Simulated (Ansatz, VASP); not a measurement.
# Al (Al(100), 5 layers): VASP beside Ansatz

Wanted: the spread between two codes on one cell, functional and k mesh. The structure shown is the start of the Ansatz relaxation below; VASP solves that cell, so the two are compared at the walk's first step.

Calculated with Ansatz 0.2.0; plane waves, with VASP 6.6.1 beside it; single point at PBE.

## 1. The starting structure

The cell holds 5 atoms: 5 Al. Cell: a = 2.864 Å, b = 2.864 Å, c = 24.100 Å, α = 90.0°, β = 90.0°, γ = 90.0°. Vacuum lies along c.

## 2. Ansatz: relaxation, PBE

Ansatz runs on its default PAW (the set named soft_2) files.

The two programs are compared at the cell with which this relaxation starts, whose forces are those of its first step.

Contents of input.yaml:

```yaml
crystal:
  lattice:
    - [2.8637824638, 0.0, 0.0]
    - [0.0, 2.8637824638, 0.0]
    - [0.0, 0.0, 24.1]
  atoms:
    - { symbol: Al, position: [0.0, 0.0, 0.3319502075] }
    - { symbol: Al, position: [0.5, 0.5, 0.4159751037] }
    - { symbol: Al, position: [0.0, 0.0, 0.5] }
    - { symbol: Al, position: [0.5, 0.5, 0.5840248963] }
    - { symbol: Al, position: [0.0, 0.0, 0.6680497925] }
kpoints:
  mp_grid: { grid: [10, 10, 1] }
hamiltonian:
  xc: pbe
scf:
  occupations: { method: fermi_dirac, width: 0.1 }
  convergence: { dr2_threshold: 1.0e-08 }
efield:
  axis: 3
  dipole_correction: true
  ramp_position: 0.97
  ramp_width: 0.04
relax:
  f_tol: 0.01
  constraints: [{ sites: [2] }]
output:
  write_potential: true
  write_density: true
  volumetric_format: npy
```

The run is started by

```
ansatz run input.yaml --threads 2 --pin off --max-ram 4096MiB --backend cpu --events-out ev --progress --plain --runs-dir out
```

Numbers of over 12 decimals in the logs are rounded to 6 here.

The program printed:

```text
Engine: ansatz 0.2.0, aarch64-unknown-linux-gnu
Pseudopotentials: kind: paw
Pseudopotential: Al, paw, valence charge 3, recommended cutoff 420 eV (normal), Al.paw.azcp
Functional definition: PBE
  parameter kappa = 0.804
  parameter beta = 0.066725
  exchange = pbe_x(kappa = kappa, mu = beta*pi^2/3)
  correlation = pbe_c(beta = beta)
Crystal: 5 atoms, lattice volume = 197.650 Å³
Basis set: ecut = 420 eV, 3877 PW (Γ), exchange–correlation on 40×40×324 points (8 copies of the dense FFT grid, shifted against one another)
Bands: 13, of which v1, the nominal top of the filled ones, is band 8 counted from 1 (7 counted from 0)
Symmetry: 8 space group operations
k-points: 21 of 100
Non-local potential: Al, projectors of the file, l = 0: 2, l = 1: 2, l = 2: 1
PAW form: soft (Blöchl's): semilocal exchange-correlation on the pseudo side does not see the compensation charge
PAW one-centre angular grid: Al, 110 points (default); XC on 64 Gauss nodes
Initial density: superposition of atomic densities (neutral atoms: chi_scale 0, normalization atom), corrected by the library's trained network
Initial wavefunctions: pseudopotential atomic-orbital guess
Functional: x = pbe(κ = 0.804, μ = 0.219515), c = pbe(β = 0.066725)
SCF iter   1: F=—  HF=-2686.570259 eV  |F-HF|=—  |Δ(HF+E_count)|=         —  Δρ=1.27e-3  dr2=3.68e-2  ethr=1.77e-3  p=-0.000 e·Å  D=-2.22e-4 V/Å  ΔV_dip=0.01 eV  dr2_dipole=1.17e-5  V_vac-E_F(+/−)=4.09/4.09 eV  ⟨swp⟩=8.3  Hψ=2195  notcnv=0
efield: sawtooth ramp at fractional position 0.9700 (set: `efield.ramp_position`, or a place that a band, a saddle search or an elastic batch's reference lends), width 0.0400; the density the first Hamiltonian is built on has a dipole p = -0.000 e·Å; the dipole correction subtracts the counter field D = -2.22e-4 V/Å, which shifts the + side's vacuum level by +0.01 eV against the − side's; the planar-averaged density in the ramp window peaks in size at 3.6e-5 e/Å³
preconditioner: auto → LDOS  [metal: Δε(μ)=0.051 eV  Ē_g=6.553 eV  σ=0.100 eV  W_gap=0.13  n_scr=12 (ndim 8)  ℏωp=10.2 eV  f_vac=0.464  D(μ)=2.55/eV (n_scr^D=10)  β→1.0]
SCF iter   2: F=—  HF=-2686.567922 eV  |F-HF|=—  |Δ(HF+E_count)|=   2.34e-3  Δρ=3.75e-4  dr2=3.53e-4  ethr=2.45e-4  p=0.000 e·Å  D=3.92e-6 V/Å  ΔV_dip=-0.00 eV  dr2_dipole=9.88e-8  V_vac-E_F(+/−)=4.29/4.29 eV  ⟨swp⟩=1.4  Hψ=467  notcnv=0  defer=3
SCF iter   3: F=—  HF=-2686.567998 eV  |F-HF|=—  |Δ(HF+E_count)|=   7.60e-5  Δρ=9.07e-5  dr2=7.38e-5  ethr=2.35e-6  p=0.000 e·Å  D=1.18e-7 V/Å  ΔV_dip=-0.00 eV  dr2_dipole=1.10e-8  V_vac-E_F(+/−)=4.29/4.29 eV  ⟨swp⟩=2.7  Hψ=536  notcnv=0  defer=3
SCF iter   4: F=—  HF=-2686.568255 eV  |F-HF|=—  |Δ(HF+E_count)|=   2.57e-4  Δρ=2.84e-5  dr2=2.75e-6  ethr=4.92e-7  p=0.000 e·Å  D=1.62e-6 V/Å  ΔV_dip=-0.00 eV  dr2_dipole=1.80e-11  V_vac-E_F(+/−)=4.28/4.28 eV  ⟨swp⟩=2.5  Hψ=401  notcnv=0  defer=3
SCF iter   5: F=—  HF=-2686.568257 eV  |F-HF|=—  |Δ(HF+E_count)|=   1.69e-6  Δρ=5.45e-6  dr2=3.98e-7  ethr=1.83e-8  p=0.000 e·Å  D=3.66e-7 V/Å  ΔV_dip=-0.00 eV  dr2_dipole=8.64e-14  V_vac-E_F(+/−)=4.28/4.28 eV  ⟨swp⟩=2.3  Hψ=462  notcnv=0  defer=3
SCF iter   6: F=—  HF=-2686.568257 eV  |F-HF|=—  |Δ(HF+E_count)|=   8.07e-8  Δρ=1.25e-6  dr2=1.05e-8  ethr=2.65e-9  p=0.000 e·Å  D=1.97e-7 V/Å  ΔV_dip=-0.00 eV  dr2_dipole=1.73e-13  V_vac-E_F(+/−)=4.28/4.28 eV  ⟨swp⟩=2.0  Hψ=368  notcnv=0  defer=3
SCF iter   7: F=-2686.568257 eV  HF=-2686.568257 eV  |F-HF|=1.31e-10  |Δ(HF+E_count)|=   1.34e-8  Δρ=2.06e-7  dr2=2.35e-10  ethr=6.67e-11  p=0.000 e·Å  D=1.66e-7 V/Å  ΔV_dip=-0.00 eV  dr2_dipole=4.28e-16  V_vac-E_F(+/−)=4.28/4.28 eV  ⟨swp⟩=9.1  Hψ=1686  notcnv=0
SCF 1 converged in 7 iterations: F = -2686.568257 eV  dr2 = 2.35e-10
  greatest PAW one-centre occupation: 0.476 electrons in one spin orbital (limit 2), on the Al atom at site 0 (counted from 0), in its partial waves of l = 0
relax step   1: F+E_penalty+E_count = -2686.56825672 eV  Δ(F+E_penalty+E_count) = +0.000e0 eV  max|allowed force component| = 1.042e-1 eV/Å  Δτ_max = 0.0000 Å  (7 SCF iters, accepted)
[...]
relax step   3: F+E_penalty+E_count = -2686.58335039 eV  Δ(F+E_penalty+E_count) = -1.333e-3 eV  max|allowed force component| = 1.034e-2 eV/Å  Δτ_max = 0.0341 Å  (6 SCF iters, accepted)
[...]
relax step   4: F+E_penalty+E_count = -2686.58340073 eV  Δ(F+E_penalty+E_count) = -5.035e-5 eV  max|allowed force component| = 5.824e-4 eV/Å  Δτ_max = 0.0040 Å  (4 SCF iters, accepted)
NSCF: frozen V_eff on 21 k-points
the band table was solved once a step of the walk had ended and its energy, with any forces and stress, was formed, with the checks that follow a solve (2546 applications of the Hamiltonian). They found nothing against the state; the energy, forces and stress were not computed again (output.eigenvalues in the input reference)
WARN: The input density's exchange-correlation potential varies sharply where the density is thin. Do not read a vacuum level from v_tot or v_xc, or from such a field of the output density. On a cell that repeats whose density bears no net charge and no dipole along the vacuum's axis use v_es (v_loc + v_h of the components); under efield.dipole_correction with no amplitude use v_es + v_field, which holds any external [...]
SCF converged after 4 iterations
Free energy (F): -2686.583401 eV
Harris-Foulkes:  -2686.583401 eV  (|F-HF|=7.54e-9)
Internal energy: -2686.507779 eV  (E = F + TS)
E sigma→0 (E₀):  -2686.545590 eV
Entropy (-TS):   -0.075622 eV (-15.124 meV/atom)
Fermi energy:    0.947860 eV
Dipole field:    D = 0.000000 V/Å  (p = 0.000000 e·Å, saw-weighted, corrected)
Work function:   Φ+ = 4.2377 eV   Φ− = 4.2377 eV
Levels:          The Fermi level and band energies are counted from a zero that moves with the ramp; work functions are not
--- Per-component energies (eV) ---
  E_band       = -48.026240
  E_kinetic    = 107.129745
  E_local      = -3182.768047  (includes V_loc(G=0)·N_el)
  E_nonlocal   = 52.161758
  E_hartree    = 1566.695119
  E_xc         = -195.032378
  E_vxc        = -139.905728  (∫ρ·V_xc dr)
  E_paw        = -2336.336191  (= ΣΔE_a)
  E_vpaw       = -18.032642  (= ΣTr[D̂ρ^β])
  E_aug_tail   = -0.000011  (compensation charges beyond the density's cutoff)
  E_efield     = 0.000000  (sawtooth field / dipole correction)
  E_vefield    = -0.000001  (∫n·V_field dr)
  E_ewald      = 1301.642226
  E_smearing   = -0.075622  (= −TS)
  E_closure    = -0.000000  (closes the sum)
  Σ components = -2686.583401   (vs F -2686.583401, Δ=0.00e0)
--- Forces (eV/Å), atoms counted from 1 ---
  atom   1  Al     0.00000000     0.00000000    -0.00058238
  atom   2  Al     0.00000000     0.00000000    -0.00021551
  atom   3  Al     0.00000000     0.00000000     0.00000010
  atom   4  Al    -0.00000000     0.00000000     0.00021560
  atom   5  Al    -0.00000000     0.00000000     0.00058216
  max |Σ_I F_I| component: 3.55e-8 eV/Å
--- Band table (eV; the first three rows and the last of 21) ---
  k-point 0: bands = [... 4 lower, -3.1679, -1.2951, 1.6663, 3.8349, 4.7994, 5.7753, 5.9044, 6.5491, ... 1 higher]
  k-point 1: bands = [... 4 lower, -2.9926, -1.1277, 1.8316, 3.9960, 4.0656, 4.8652, 4.9809, 5.9595, ... 1 higher]
  k-point 2: bands = [... 4 lower, -2.4691, -0.6272, 1.3017, 2.1341, 2.3719, 3.5032, 4.5351, 5.3339, ... 1 higher]
  k-point 20: bands = [... 4 lower, -0.3215, -0.2252, 0.4113, 0.5353, 0.5353, 0.8044, 1.9049, 2.1258, ... 1 higher]
--- Relaxed structure (4 steps of the walk, 4 accepted, 0 SCFs on fresh bases) ---
  F+E_penalty+E_count = -2686.58340073 eV   max|allowed force component| = 5.824e-4 eV/Å
  atoms:
    - { symbol: Al, position: [0, 0.0, 0.327955] }
    - { symbol: Al, position: [0.500000, 0.500000, 0.413244] }
    - { symbol: Al, position: [0.0, 0.0, 0.500000] }
    - { symbol: Al, position: [0.500000, 0.500000, 0.586756] }
    - { symbol: Al, position: [0, 0.0, 0.672045] }
```

The column dr2 measures how far the density is from self-consistency, as an energy; F and HF (Harris–Foulkes) agree once it is small.

## 3. VASP: single point, PBE, start cell

The same cell, functional, mesh and smearing now go to VASP, with its own data sets.

Lines of VASP's logs that name or quote its potential files are left out, and so is its time.

Contents of INCAR:

```
SYSTEM = Al
PREC = Accurate
ENCUT = 400
EDIFF = 1E-06
NELM = 120
ISMEAR = -1
SIGMA = 0.1
LREAL = .FALSE.
ALGO = Normal
GGA = PE
NBANDS = 13
LORBIT = 11
LWAVE = .FALSE.
LCHARG = .FALSE.
ISIF = 2
LDIPOL = .TRUE.
IDIPOL = 3
DIPOL = 0.5 0.5 0.5
LVHAR = .TRUE.
LASPH = .TRUE.
GGA_COMPAT = .FALSE.
NELMDL = -8
KPAR = 2
```

Contents of POSCAR:

```
Al
1.0
    2.8637824638      0.0000000000      0.0000000000
    0.0000000000      2.8637824638      0.0000000000
    0.0000000000      0.0000000000     24.1000000000
Al
5
Direct
    0.0000000000      0.0000000000      0.3319502075
    0.5000000000      0.5000000000      0.4159751037
    0.0000000000      0.0000000000      0.5000000000
    0.5000000000      0.5000000000      0.5840248963
    0.0000000000      0.0000000000      0.6680497925
```

Contents of KPOINTS:

```
Automatic mesh
0
Gamma
10 10 1
0 0 0
```

The projector-augmented-wave data sets are Al (PBE family, release 64).

The run is started by

```
mpirun -np 2 vasp_std
```

The program printed:

```text
[banner, memory and clock lines left out]
running    2 mpi-ranks, on    1 nodes
 distrk:  each k-point on    1 cores,    2 groups
 distr:  one band on    1 cores,    1 groups

 POSCAR found type information on POSCAR Al
 POSCAR found :  1 types and       5 ions
 LDA part: xc-table for (Slater+PW92), standard interpolation
 POSCAR, INCAR and KPOINTS ok, starting setup
 FFT: planning ... GRIDC
 FFT: planning ... GRID_SOFT
 FFT: planning ... GRID
 WAVECAR not read
 entering main loop
       N       E                     dE             d eps       ncg     rms          rms(c)
DAV:   1     0.335400884141E+02    0.33540E+02   -0.40126E+03   546   0.652E+02
DAV:   2    -0.162635243121E+02   -0.49804E+02   -0.45098E+02   731   0.116E+02
DAV:   3    -0.183766212974E+02   -0.21131E+01   -0.20100E+01   764   0.248E+01
DAV:   4    -0.184491630962E+02   -0.72542E-01   -0.72446E-01   826   0.564E+00
DAV:   5    -0.184527574141E+02   -0.35943E-02   -0.35939E-02   906   0.106E+00
DAV:   6    -0.184528456551E+02   -0.88241E-04   -0.88240E-04   890   0.144E-01
DAV:   7    -0.184528486979E+02   -0.30428E-05   -0.30427E-05   905   0.247E-02
DAV:   8    -0.184528488153E+02   -0.11736E-06   -0.11736E-06   663   0.442E-03    0.310E+00
DAV:   9    -0.179849820908E+02    0.46787E+00   -0.20710E+00   598   0.745E+00    0.191E+00
DAV:  10    -0.178332457092E+02    0.15174E+00   -0.42728E-01   586   0.452E+00    0.115E+00
DAV:  11    -0.177878981910E+02    0.45348E-01   -0.14330E-01   659   0.183E+00    0.285E-01
DAV:  12    -0.177868560739E+02    0.10421E-02   -0.12334E-02   644   0.682E-01    0.173E-01
DAV:  13    -0.177850841828E+02    0.17719E-02   -0.20899E-03   701   0.270E-01    0.776E-02
DAV:  14    -0.177846017537E+02    0.48243E-03   -0.53775E-04   659   0.130E-01    0.335E-02
DAV:  15    -0.177845825870E+02    0.19167E-04   -0.29776E-04   606   0.734E-02    0.195E-02
DAV:  16    -0.177847730354E+02   -0.19045E-03   -0.22290E-04   617   0.622E-02    0.139E-02
DAV:  17    -0.177850197223E+02   -0.24669E-03   -0.47092E-05   609   0.346E-02    0.142E-02
DAV:  18    -0.177850084434E+02    0.11279E-04   -0.11022E-05   661   0.145E-02    0.934E-03
DAV:  19    -0.177850770124E+02   -0.68569E-04   -0.12789E-05   631   0.132E-02    0.336E-03
DAV:  20    -0.177851156577E+02   -0.38645E-04   -0.21991E-06   612   0.783E-03    0.343E-03
DAV:  21    -0.177851834958E+02   -0.67838E-04   -0.80895E-06   525   0.730E-03    0.605E-04
DAV:  22    -0.177851933381E+02   -0.98423E-05   -0.60432E-07   520   0.235E-03    0.105E-03
DAV:  23    -0.177851990554E+02   -0.57173E-05   -0.48135E-07   460   0.173E-03    0.332E-04
DAV:  24    -0.177851994883E+02   -0.43288E-06   -0.17590E-08   432   0.584E-04
   1 F= -.17785199E+02 E0= -.17743857E+02  d E =-.826857E-01
```

Parts of OUTCAR (step 3):

```text
ion  position               nearest neighbor table
   1  0.000  0.000  0.332-   2 2.86   2 2.86   2 2.86   2 2.86
   2  0.500  0.500  0.416-   1 2.86   1 2.86   1 2.86   1 2.86   3 2.86   3 2.86   3 2.86   3 2.86

  LATTYP: Found a simple tetragonal cell.
 ALAT       =     2.8637824638
 C/A-ratio  =     8.4154436675

 Subroutine GETGRP returns: Found 16 space group operations
 (whereof 16 operations were pure point group operations)

The static configuration has the point symmetry D_4h.

 Found     21 irreducible k-points:

   k-points           NKPTS =     21   k-points in BZ     NKDIM =     21   number of bands    NBANDS=     13

   dimension x,y,z NGX =    20 NGY =   20 NGZ =  160
   dimension x,y,z NGXF=    40 NGYF=   40 NGZF=  320

   ENCUT  =  400.0 eV  29.40 Ry    5.42 a.u.   4.67  4.67 39.30*2*pi/ulx,y,z

   NELECT =      15.0000    total number of electrons

 k-points in reciprocal lattice and weights: Automatic mesh
   0.00000000  0.00000000  0.00000000       0.010
   0.10000000  0.00000000  0.00000000       0.040
   0.20000000  0.00000000  0.00000000       0.040
   0.30000000  0.00000000  0.00000000       0.040
   0.40000000  0.00000000  0.00000000       0.040
   0.50000000  0.00000000  0.00000000       0.020
   0.10000000  0.10000000  0.00000000       0.040
   0.20000000  0.10000000  0.00000000       0.080
   0.30000000  0.10000000  0.00000000       0.080
[...]
0.50000000  0.40000000  0.00000000       0.040
   0.50000000  0.50000000  0.00000000       0.010

 dipolmoment           0.000000      0.000000     -0.000000 electrons x Angstroem

 average (electrostatic) potential at core
       1 -79.7480       2 -79.7598       3 -79.8350       4 -79.7598       5 -79.7480

 E-fermi :   0.9254

 k-point     1 :       0.0000    0.0000    0.0000
  band No.  band energies     occupation
    ...
      2      -8.9717      2.00000
      3      -7.4916      2.00000
      4      -5.5142      2.00000
      5      -3.0563      2.00000
      6      -1.1921      2.00000
      7       1.8982      0.00012
      8       3.9848      0.00000
      9       4.8748      0.00000
     10       5.8888      0.00000
     11       5.9504      0.00000
    ...

 k-point     2 :       0.1000    0.0000    0.0000
  band No.  band energies     occupation
    ...
      2      -8.7927      2.00000
      3      -7.3140      2.00000
      4      -5.3384      2.00000
      5      -2.8814      2.00000
      6      -1.0250      2.00000
      7       2.0589      0.00002
      8       3.8994      0.00000
      9       4.1405      0.00000
     10       4.7833      0.00000
     11       5.0572      0.00000
    ...

 k-point     3 :       0.2000    0.0000    0.0000
  band No.  band energies     occupation
    ...
      2      -8.2569      2.00000
      3      -6.7828      2.00000
      4      -4.8126      2.00000
      5      -2.3597      2.00000
      6      -0.5258      2.00000
      7       1.1286      0.23183
      8       2.0438      0.00003
      9       2.6052      0.00000
     10       3.4700      0.00000
     11       4.6873      0.00000
    ...

  Total       -2.1169911     -2.1169911      1.1249031      0.0000000     -0.0000000     -0.0000000
  in kB      -17.1606021    -17.1606021      9.1186094      0.0000000     -0.0000000     -0.0000000
  external PRESSURE =      -8.4008649 kB  Pullay stress =       0.0000000 kB

  energy-cutoff  :      400.00
  volume of cell :      197.65
      direct lattice vectors                 reciprocal lattice vectors
     2.863782464  0.000000000  0.000000000     0.349188534  0.000000000  0.000000000
     0.000000000  2.863782464  0.000000000     0.000000000  0.349188534  0.000000000
     0.000000000  0.000000000 24.100000000     0.000000000  0.000000000  0.041493776

 POSITION                                       TOTAL-FORCE (eV/Angst)
 -----------------------------------------------------------------------------------
      0.00000      0.00000      8.00000         0.000000     -0.000000     -0.103322
      1.43189      1.43189     10.02500        -0.000000     -0.000000     -0.074837
      0.00000      0.00000     12.05000        -0.000000     -0.000000      0.000000
      1.43189      1.43189     14.07500        -0.000000      0.000000      0.074837
      0.00000      0.00000     16.10000        -0.000000      0.000000      0.103322
 -----------------------------------------------------------------------------------
    total drift:                               -0.000000     -0.000000     -0.000000

  FREE ENERGIE OF THE ION-ELECTRON SYSTEM (eV)
  ---------------------------------------------------
  free  energy   TOTEN  =       -17.7851994883 eV

  energy  without entropy=      -17.7025137421  energy(sigma->0) =      -17.74385662

 vacuum level on the upper side and lower side of the slab         5.211         5.211

 total charge
# of ion       s       p       d       tot
------------------------------------------
    1        0.468   0.293   0.000   0.761
    2        0.431   0.338   0.000   0.769
    3        0.432   0.333   0.000   0.765
    4        0.431   0.338   0.000   0.769
    5        0.468   0.293   0.000   0.761
--------------------------------------------------
tot          2.230   1.595   0.000   3.826

[... 3 further parts left out ...]
```

This run has no spin polarisation. Its electron count is odd, so without a moment it is a metal by construction.

## 4. Comparison

Known differences besides the potentials themselves: the cutoff is 420 eV in Ansatz and 400 eV in VASP. Total energies have different zeros and are not compared.

Forces (eV/Å; atoms numbered as in POSCAR):

| atom | Ansatz x, y, z | VASP x, y, z |
| --- | --- | --- |
| Al1 | 0.000, 0.000, -0.104 | 0.000, 0.000, -0.103 |
| Al2 | 0.000, 0.000, -0.074 | 0.000, 0.000, -0.075 |
| Al3 | 0.000, 0.000, 0.000 | 0.000, 0.000, 0.000 |
| Al4 | 0.000, 0.000, 0.074 | 0.000, 0.000, 0.075 |
| Al5 | 0.000, 0.000, 0.104 | 0.000, 0.000, 0.103 |

The forces differ by 0.3 meV/Å r.m.s., which is 0.7 % of the r.m.s. force of 0.047 eV/Å (both taken over all components). With vacuum in the cell, a pressure given here is an average over mostly empty space and none of the material.

## 5. Outcome

```
r.m.s. force difference (single point, PBE, start cell) : 0.33 meV/Å
```

In words: The r.m.s. force difference is 0.33 meV/Å (single point, PBE, start cell), within the 12 meV/Å picked in this series as the mark of a large difference. 1 further run of this series is not shown here. Such differences can come from data sets, numerical settings and the points named under the comparisons, not from the functional's error against experiment.

[Lines on the potential files, build, host, timing and source positions are cut from VASP's logs without a mark.]

[Logs are printed without paths, hosts, clocks, repeated set-up lines and the standing remarks that a program may print on its own settings, such as how far it seeks lower states.]

[Hosts, paths, dates, database ids (printed as entryN), source tags and the programs' standing remarks are cut or masked in the printed files.]
